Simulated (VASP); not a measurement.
These are PBEsol GGA, VASP's PBE PAW potentials (set 64) (plane waves; VASP) values and carry that method's errors.

A VASP calculation is set up with these files.

### POSCAR
```
K
1
    4.2331524212     0.0000000000     0.0000000000
    0.0000000000     4.2331524212     0.0000000000
    0.0000000000     0.0000000000     4.2331524212
K
1
Direct
  0.0000000000   0.0000000000   0.0000000000
```

KPOINTS:
```
Automatic
0
gamma
 10 10 10
```

### INCAR
```
# general
SYSTEM = K
PREC   = Accurate
ENCUT  = 400
LREAL  = F   # projection in real space or not
LASPH  = T   # aspherical one-centre terms

# electronic loop
EDIFF  = 1E-7   # SCF stop (eV)
NELM   = 100   # most electronic steps
ALGO   = Normal   # blocked Davidson

# smearing
ISMEAR = -5   # tetrahedra, Bloechl

# functional
GGA    = PS   # PBEsol

# ions
ISIF   = 2

# output
LWAVE  = F
LCHARG = T
LORBIT = 11   # lm-projected
NEDOS  = 601   # DOS grid
```

POTCAR, in this order: K_sv (PBE.64 set). Program: vasp_std.

The resulting files:

### OUTCAR
```
 ion  position               nearest neighbor table
   1  0.000  0.000  0.000-
  LATTYP: Found a simple cubic cell.
 ALAT       =     4.2331524212
 Subroutine PRICEL returns:
 Original cell was already a primitive cell.
 Subroutine GETGRP returns: Found 48 space group operations
The static configuration has the point symmetry O_h .
The dynamic configuration has the point symmetry O_h .
 Subroutine INISYM returns: Found 48 space group operations
 Subroutine IBZKPT returns following result:
 Found     56 irreducible k-points:

 Following reciprocal coordinates:
            Coordinates               Weight
  0.000000  0.000000  0.000000      1.000000
  0.100000  0.000000  0.000000      6.000000
  0.200000  0.000000  0.000000      6.000000
  0.300000  0.000000  0.000000      6.000000
  0.400000  0.000000  0.000000      6.000000
  0.500000  0.000000  0.000000      3.000000
  0.100000  0.100000  0.000000     12.000000
  0.200000  0.100000  0.000000     24.000000
  0.300000  0.100000  0.000000     24.000000
  0.400000  0.100000  0.000000     24.000000
...
```

OSZICAR:
```
       N       E                     dE             d eps       ncg     rms          rms(c)
DAV:   1     0.364557456618E+02    0.36456E+02   -0.32596E+03   896   0.704E+02
DAV:   2    -0.478143504303E-01   -0.36504E+02   -0.36457E+02   920   0.197E+02
DAV:   3    -0.101904750840E+01   -0.97123E+00   -0.97037E+00  1472   0.280E+01
DAV:   4    -0.103070954177E+01   -0.11662E-01   -0.11780E-01  1288   0.278E+00
DAV:   5    -0.103097228297E+01   -0.26274E-03   -0.26437E-03  1672   0.224E-01    0.178E+00
DAV:   6    -0.102760435149E+01    0.33679E-02   -0.42133E-03  1312   0.543E-01    0.118E+00
DAV:   7    -0.102602737840E+01    0.15770E-02   -0.82814E-03  1152   0.680E-01    0.105E-01
DAV:   8    -0.102601617066E+01    0.11208E-04   -0.83545E-04  1464   0.348E-01    0.405E-02
DAV:   9    -0.102602527822E+01   -0.91076E-05   -0.23145E-05  1432   0.557E-02    0.307E-02
DAV:  10    -0.102601839043E+01    0.68878E-05   -0.15633E-05  1280   0.363E-02    0.627E-03
DAV:  11    -0.102601850037E+01   -0.10994E-06   -0.61986E-07  1488   0.584E-03    0.644E-04
DAV:  12    -0.102601859488E+01   -0.94509E-07   -0.17016E-08   976   0.100E-03
   1 F= -.10260186E+01 E0= -.10260186E+01  d E =0.000000E+00
```

OUTCAR:
```
------------------------ aborting loop because EDIFF is reached ----------------------------------------
  FORCE on cell =-STRESS in cart. coord.  units (eV):
  Direction    XX          YY          ZZ          XY          YZ          ZX
  --------------------------------------------------------------------------------------
  Total        0.0050369      0.0050369      0.0050369      0.0000000      0.0000000     -0.0000000
  in kB        0.1063851      0.1063851      0.1063851      0.0000000      0.0000000     -0.0000000
  external PRESSURE =       0.1063851 kB  Pullay stress =       0.0000000 kB
  volume of cell :       75.86
      direct lattice vectors                 reciprocal lattice vectors
     4.233152421  0.000000000  0.000000000     0.236230568  0.000000000  0.000000000
     0.000000000  4.233152421  0.000000000     0.000000000  0.236230568  0.000000000
     0.000000000  0.000000000  4.233152421     0.000000000  0.000000000  0.236230568
 POSITION                                       TOTAL-FORCE (eV/Angst)
 -----------------------------------------------------------------------------------
      0.00000      0.00000      0.00000         0.000000      0.000000      0.000000
 -----------------------------------------------------------------------------------
    total drift:                                0.000000      0.000000     -0.000000
  FREE ENERGIE OF THE ION-ELECTRON SYSTEM (eV)
  ---------------------------------------------------
  free  energy   TOTEN  =        -1.0260185949 eV

  energy  without entropy=       -1.0260185949  energy(sigma->0) =       -1.02601859

 total charge

# of ion       s       p       d       tot
------------------------------------------
    1        1.982   5.541   0.005   7.528
```
(Selected blocks of OUTCAR.)

For a metal the tetrahedron method with Blöchl corrections gives inexact stress and forces.

The structure was generated: K was put into the simple-cubic type (Pm-3m), which need not be its known phase. It was relaxed first, which changed the volume by -5 %.
